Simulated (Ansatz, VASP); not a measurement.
# H3C2N (liquid acetonitrile at 300 K): VASP beside Ansatz, part 2 of 2

Wanted: the spread between two codes on one cell, functional and k mesh. The cell is taken from a series of runs on this material, whose earlier steps may have relaxed, scaled, displaced or heated it; both programs get it as it stands.

VASP 6.6.1 and Ansatz 0.2.0.

So far: The starting structure; Ansatz: single point, PBE with D3(BJ).

## 3. VASP: single point, PBE with D3(BJ)

Level of this step: PBE with D3(BJ); plane waves and PAW (C, N, H) (VASP).

The same cell, functional and mesh now go to VASP, with its own data sets.

Lines of VASP's logs that name or quote its potential files are left out, and so is its time.

INCAR

```
SYSTEM = H3C2N
PREC = Accurate
ENCUT = 600
EDIFF = 1E-06
NELM = 120
ISMEAR = 0
SIGMA = 0.01
LREAL = Auto
ALGO = Normal
GGA = PE
IVDW = 12
NBANDS = 280
LORBIT = 11
LWAVE = .FALSE.
LCHARG = .FALSE.
ISIF = 2
LASPH = .TRUE.
GGA_COMPAT = .FALSE.
EFERMI = MIDGAP
```

POSCAR

```
H3C2N
1.0
   11.7989700000     -0.1980300000     -0.2126300000
   -0.1980300000     11.2727300000      0.2446400000
   -0.2126300000      0.2446400000     12.2303800000
C N H
46 23 69
Direct
    0.2253300000      0.4396700000      0.1025100000
    0.2341800000      0.3272200000      0.0513700000
    0.7093300000      0.0058600000      0.9247100000
    0.7017300000      0.9151600000      0.8444300000
    0.7072200000      0.5413500000      0.2444000000
    0.5858000000      0.5206200000      0.2433800000
    0.7945300000      0.9705100000      0.2498700000
    0.7347200000      0.8849800000      0.3202600000
    0.8167200000      0.4549300000      0.7966700000
    0.9192700000      0.4382500000      0.8628900000
    0.0159200000      0.6842000000      0.3800900000
    0.0016600000      0.5956000000      0.2983000000
    0.2211100000      0.5551600000      0.7683300000
    0.1294500000      0.5398600000      0.6879500000
    0.2366000000      0.0657300000      0.5617400000
    0.3210600000      0.0549800000      0.4803600000
    0.0141600000      0.7151800000      0.0002600000
    0.9005900000      0.7343300000      0.0344900000
    0.4694100000      0.2532500000      0.8397100000
    0.4635100000      0.1393800000      0.7894200000
    0.9272500000      0.8162900000      0.6287000000
    0.9441200000      0.9121800000      0.5481900000
    0.4930900000      0.2154400000      0.2069000000
    0.5017500000      0.1027800000      0.1561200000
    0.6001500000      0.4407300000      0.5660100000
    0.6998300000      0.5132100000      0.5393400000
    0.6496300000      0.0497300000      0.5521400000
    0.7171600000      0.1206100000      0.6273000000
    0.5307200000      0.6902500000      0.9868800000
    0.5228700000      0.6148700000      0.8937800000
[... 102 atom lines left out ...]
    0.9401500000      0.3924100000      0.5137800000
    0.9511400000      0.2360600000      0.5424200000
    0.0092800000      0.3018900000      0.4206800000
    0.0892700000      0.0907900000      0.7517400000
    0.9592500000      0.1666900000      0.7617600000
    0.0878300000      0.2261300000      0.8237700000
```

KPOINTS

```
Automatic mesh
0
Gamma
1 1 1
0 0 0
```

The projector-augmented-wave data sets are C, N and H (PBE family, release 64).

On the command line:

```sh
> export OMP_NUM_THREADS=3
> mpirun -np 1 vasp_gam
```

Numbers of over 12 decimals in the logs are rounded to 6 here.

The program printed:

```text
[banner, memory and clock lines left out]
running    1 mpi-ranks, on    1 nodes
[...]
Offloading initialized ...    1 GPUs detected
[...]
LDA part: xc-table for (Slater+PW92), standard interpolation
 POSCAR, INCAR and KPOINTS ok, starting setup
[...]
entering main loop
       N       E                     dE             d eps       ncg     rms          rms(c)
DAV:   1     0.272114125875E+04    0.27211E+04   -0.19968E+05   568   0.134E+03
DAV:   2    -0.584366316441E+03   -0.33055E+04   -0.31312E+04   712   0.295E+02
DAV:   3    -0.925250638536E+03   -0.34088E+03   -0.33758E+03   704   0.959E+01
DAV:   4    -0.933858475282E+03   -0.86078E+01   -0.85659E+01   696   0.175E+01
[...]
DAV:  16    -0.849896507976E+03    0.12451E-04   -0.28404E-05   696   0.181E-02    0.101E-02
DAV:  17    -0.849896505797E+03    0.21793E-05   -0.31379E-05   720   0.157E-02    0.525E-03
DAV:  18    -0.849896505503E+03    0.29383E-06   -0.98800E-06   664   0.696E-03
   1 F= -.85745473E+03 E0= -.85745473E+03  d E =0.000000E+00
```

OUTCAR, selected parts (step 3):

```text
  FREE ENERGIE OF THE ION-ELECTRON SYSTEM (eV)
  ---------------------------------------------------
  free  energy   TOTEN  =      -857.4547331012 eV

  energy  without entropy=     -857.4547331012  energy(sigma->0) =     -857.45473310
```

The run ends at a pressure of 0.16 GPa, with forces up to 0.41 eV/Å.

## 4. Side by side

Known differences besides the potentials themselves: fixed occupations in Ansatz, narrow Gaussian smearing in VASP; the cutoff is 420 eV in Ansatz and 600 eV in VASP (PREC = Accurate, projectors in real space). Total energies have different zeros and are not compared.

Compared:

```csv
quantity,Ansatz,VASP,difference
pressure (GPa),-0.02,0.16,-0.17
gap on the k mesh (eV),6.657,6.667,-0.010
```

Forces on 7 of the 138 atoms, those with the largest forces and the largest differences (eV/Å; atoms numbered as in POSCAR):

```csv
atom,"Ansatz x, y, z","VASP x, y, z"
C12,"-0.001, 0.009, 0.009","0.035, 0.284, 0.279"
C26,"-0.009, -0.017, 0.008","-0.322, -0.224, 0.093"
C32,"-0.003, -0.012, -0.002","0.026, -0.380, -0.123"
N52,"0.001, -0.007, -0.008","-0.035, -0.285, -0.279"
N59,"0.014, 0.011, -0.003","0.329, 0.221, -0.090"
N62,"0.001, 0.013, 0.003","-0.027, 0.382, 0.126"
N67,"0.007, -0.007, 0.014","0.119, -0.192, 0.329"
```

The forces differ by 128 meV/Å r.m.s., where the r.m.s. force is 0.004 eV/Å in Ansatz and 0.128 eV/Å in VASP: the atoms lie near their places of rest in Ansatz, so a percentage would say little (all taken over all components). A gap on the mesh is an upper bound, since the band edges may lie between its points.

## 5. Results

```yaml
r_m_s_force_difference_single_point_pbe_with_d3_bj: 128 meV/Å
```

What this shows: The r.m.s. force difference is 128 meV/Å (single point, PBE with D3(BJ)), beyond the 12 meV/Å picked in this series as the mark of a large difference. What causes the difference of the single point, PBE with D3(BJ) pair stays open here. Such differences can come from data sets, numerical settings and the points named under the comparisons, not from the functional's error against experiment.

[Lines on the potential files, build, host, timing and source positions are cut from VASP's logs without a mark.]

[Logs are printed without paths, hosts, clocks, repeated set-up lines and the standing remarks that a program may print on its own settings, such as how far it seeks lower states.]

[Hosts, paths, dates, database ids (printed as entryN), source tags and the programs' standing remarks are cut or masked in the printed files.]
